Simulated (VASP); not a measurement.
The system is Ge.

```
Ge
1.0
     0.00000    2.82891    2.82891
     2.82891    0.00000    2.82891
     2.82891    2.82891    0.00000
Ge
2
Direct
  0.00000 0.00000 0.00000
  0.25000 0.25000 0.25000
```

Base run:

```yaml
Program: VASP 6.6.1
Functional: TB-mBJ
Potentials_or_basis: VASP PAW PBE potentials, release 64 (Ge_d)
Cutoff: 520 eV
k_mesh: 10 × 10 × 10
Occupations: gaussian, width 0.03 eV
Spin: no spin polarisation
```

Its results: band gap on the k mesh 0.71 eV, indirect (least direct gap 0.75 eV).

Question: The run is repeated on the same cell with these changes: functional from TB-mBJ to PBE. What comes out?

Answer: Band gap on the k mesh 0.03 eV, direct.

Not every run made on this cell is shown here.
